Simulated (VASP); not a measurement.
Wanted: the native input for a VASP 6.6.1 run.

```
Task                   : single point
Functional             : PBE
Potentials or basis    : VASP PAW PBE potentials, release 64 (Hf_pv, Sn_d, S)
Cutoff                 : 520 eV
k mesh                 : 7 × 7 × 2
Occupations            : gaussian, width 0.15 eV
Spin                   : no spin polarisation
Further INCAR settings : PREC = Normal; LREAL = Auto; ALGO = Fast; EDIFF = 1e-05; NBANDS = 44
```

The structure of Hf3SnS4 lies in POSCAR:

```
Hf3SnS4
1.0
    3.6105610000      0.0000000000      0.0000000000
   -1.8052810000      3.1268380000      0.0000000000
    0.0000000000      0.0000000000     17.7426700000
Hf Sn S
3 1 4
Direct
    0.0000000000      0.0000000000      0.0000000000
    0.6666670000      0.3333330000      0.6249570000
    0.3333330000      0.6666670000      0.3750430000
    0.0000000000      0.0000000000      0.5000000000
    0.6666670000      0.3333330000      0.9176350000
    0.3333330000      0.6666670000      0.0823650000
    0.3333330000      0.6666670000      0.7025830000
    0.6666670000      0.3333330000      0.2974170000
```

The cell was built by a generator and needn't be a form met in nature.

One way to write it, as run:

INCAR

```
PREC = Normal ; ENCUT = 520
EDIFF = 1E-5 ; ISMEAR = 0
SIGMA = 0.15 ; LREAL = Auto
LASPH = T ; NELM = 80
ALGO = Fast ; ISIF = 2
LWAVE = F ; LCHARG = F
GGA = PE ; NBANDS = 44
KPAR = 4
```

KPOINTS

```
regular mesh
0
Gamma
  7 7 2
```

Potentials or basis: VASP PAW PBE potentials, release 64 (Hf_pv, Sn_d, S).

Run with:

```sh
$ cat potpaw_PBE.64/Hf_pv/POTCAR potpaw_PBE.64/Sn_d/POTCAR potpaw_PBE.64/S/POTCAR > POTCAR
$ mpirun -np 4 vasp_std > vasp.out
```

Results of the run:

- Pressure: 0.1 GPa
- Largest force: 0.032 eV/Å
- Band gap on the k mesh: none (metal or under the smearing width)

Caveat: this functional lacks dispersion, which binds the layers, so the pressure and a relaxed spacing across them are unreliable.

Run time: 20 s on 4 MPI ranks on Intel(R) Xeon(R) 6975P-C (Granite Rapids), with other jobs on the host, peak memory 0.24 GiB a rank.
